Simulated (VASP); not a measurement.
Output of a VASP run:

### OSZICAR
```
       N       E                     dE             d eps       ncg     rms          rms(c)
DAV:   1     0.578521361262E+02    0.57852E+02   -0.88052E+03  1664   0.124E+03
DAV:   2     0.101539164552E+01   -0.56837E+02   -0.55805E+02  1679   0.317E+02
DAV:   3    -0.258492771796E+01   -0.36003E+01   -0.33772E+01  2316   0.420E+01
DAV:   4    -0.272761877395E+01   -0.14269E+00   -0.14049E+00  2241   0.930E+00
DAV:   5    -0.273276523609E+01   -0.51465E-02   -0.51336E-02  2423   0.116E+00    0.222E+01
DAV:   6    -0.276258706220E+01   -0.29822E-01   -0.24860E-02  2230   0.150E+00    0.134E+01
DAV:   7    -0.278527647278E+01   -0.22689E-01   -0.52120E-02  2409   0.227E+00    0.280E-01
DAV:   8    -0.278555203259E+01   -0.27556E-03   -0.29714E-03  2034   0.460E-01    0.155E-01
DAV:   9    -0.278570508221E+01   -0.15305E-03   -0.33830E-04  2014   0.161E-01    0.304E-02
DAV:  10    -0.278569554041E+01    0.95418E-05   -0.10455E-04  2220   0.829E-02    0.754E-02
DAV:  11    -0.278569912834E+01   -0.35879E-05   -0.23826E-05  1944   0.391E-02    0.248E-03
DAV:  12    -0.278570032885E+01   -0.12005E-05   -0.20129E-06  2627   0.129E-02    0.485E-03
DAV:  13    -0.278569999480E+01    0.33406E-06   -0.30845E-07  1882   0.442E-03    0.393E-04
DAV:  14    -0.278570003498E+01   -0.40185E-07   -0.16840E-08  1252   0.144E-03
   1 F= -.27857000E+01 E0= -.27847904E+01  d E =-.278570E+01
       N       E                     dE             d eps       ncg     rms          rms(c)
DAV:   1    -0.279385526017E+01   -0.81553E-02   -0.29091E-01  1664   0.407E+00    0.365E-01
DAV:   2    -0.279004984459E+01    0.38054E-02   -0.64307E-03  2199   0.863E-01    0.222E-01
DAV:   3    -0.278826384150E+01    0.17860E-02   -0.24045E-03  2168   0.385E-01    0.873E-02
DAV:   4    -0.278829605774E+01   -0.32216E-04   -0.39596E-04  2323   0.152E-01    0.479E-02
DAV:   5    -0.278829806262E+01   -0.20049E-05   -0.10214E-05  2220   0.248E-02    0.212E-02
DAV:   6    -0.278829848121E+01   -0.41859E-06   -0.15377E-06  2027   0.112E-02    0.389E-03
DAV:   7    -0.278829854224E+01   -0.61028E-07   -0.21364E-07  1872   0.463E-03
   2 F= -.27882985E+01 E0= -.27879213E+01  d E =-.259851E-02
       N       E                     dE             d eps       ncg     rms          rms(c)
DAV:   1    -0.279153891783E+01   -0.32404E-02   -0.13771E-01  1664   0.280E+00    0.250E-01
DAV:   2    -0.278970670828E+01    0.18322E-02   -0.30556E-03  2179   0.595E-01    0.148E-01
DAV:   3    -0.278885328629E+01    0.85342E-03   -0.11430E-03  2183   0.267E-01    0.608E-02
DAV:   4    -0.278886857173E+01   -0.15285E-04   -0.18849E-04  2284   0.104E-01    0.331E-02
DAV:   5    -0.278886946646E+01   -0.89473E-06   -0.46461E-06  2256   0.166E-02    0.148E-02
DAV:   6    -0.278886969890E+01   -0.23244E-06   -0.81365E-07  2042   0.801E-03    0.288E-03
DAV:   7    -0.278886973254E+01   -0.33644E-07   -0.95632E-08  1067   0.333E-03
   3 F= -.27888697E+01 E0= -.27887412E+01  d E =-.316970E-02
```

OUTCAR:
```
------------------------ aborting loop because EDIFF is reached ----------------------------------------
  FORCE on cell =-STRESS in cart. coord.  units (eV):
  Direction    XX          YY          ZZ          XY          YZ          ZX
  --------------------------------------------------------------------------------------
  Total        0.4519437      0.4519436      0.4621822      0.0000000      0.0000000      0.0000000
  in kB       11.2316028     11.2316012     11.4860490      0.0000000      0.0000000      0.0000000
  external PRESSURE =      11.3164177 kB  Pullay stress =       0.0000000 kB
  volume of cell :       64.47
      direct lattice vectors                 reciprocal lattice vectors
     1.807638862 -3.130922134  0.000000000     0.276603923 -0.159697360 -0.000000000
     1.807638862  3.130922134  0.000000000     0.276603923  0.159697360  0.000000000
     0.000000000 -0.000000000  5.695596553     0.000000000  0.000000000  0.175574234
 POSITION                                       TOTAL-FORCE (eV/Angst)
 -----------------------------------------------------------------------------------
      1.80764      1.04364      1.42390        -0.000000     -0.000000      0.000000
      1.80764     -1.04364      4.27170         0.000000      0.000000      0.000000
 -----------------------------------------------------------------------------------
    total drift:                               -0.000003      0.000104     -0.000012
  FREE ENERGIE OF THE ION-ELECTRON SYSTEM (eV)
  ---------------------------------------------------
  free  energy   TOTEN  =        -2.7888697325 eV

  energy  without entropy=       -2.7884841786  energy(sigma->0) =       -2.78874121

 reached required accuracy - stopping structural energy minimisation
```
(Selected blocks of OUTCAR.)

**POSCAR**
```
Dy
1
    1.8192303991    -3.1509992699     0.0000000000
    1.8192303991     3.1509992699     0.0000000000
    0.0000000000     0.0000000000     5.6232468398
Dy
2
Direct
  0.3333330000   0.6666670000   0.2500000000
  0.6666670000   0.3333330000   0.7500000000
```

Problem. Write an INCAR and KPOINTS that could have produced this output.

Solution. This is not unique; one that fits is the input of the run itself, vdW-DF2, plane waves, VASP's PBE PAW potentials (set 64).

INCAR:
```
! general
SYSTEM    =  Dy
PREC      =  Accurate
ENCUT     =  520
LREAL     =  F   ! projection in real space or not
LASPH     =  T

! electronic loop
EDIFF     =  1E-7
NELM      =  100
ALGO      =  Normal
LMAXMIX   =  6

! smearing
ISMEAR    =  1   ! Methfessel-Paxton
SIGMA     =  0.1

! functional
GGA       =  ML
LUSE_VDW  =  T
AGGAC     =  0.0
ZAB_VDW   =  -1.8867

! ions
IBRION    =  2   ! conjugate gradients
NSW       =  30
ISIF      =  4   ! ions and shape, fixed volume
EDIFFG    =  -0.01   ! ionic stop

! output
LWAVE     =  F
LCHARG    =  F
```

File KPOINTS:
```
Automatic mesh
0
Gamma
11 11 7
0 0 0
```

POTCAR, in this order: Dy_3 (PBE.64 set). Program: vasp_std.

The 4f electrons are frozen in the core of the lanthanide potential, so 4f levels, which can set the real gap, and their magnetism are missing.

The compound is Dy in the hcp structure. This cell is one point of a volume scan, at 0.97 of the reference volume. Symmetry was kept, so distortions that lower it aren't found.
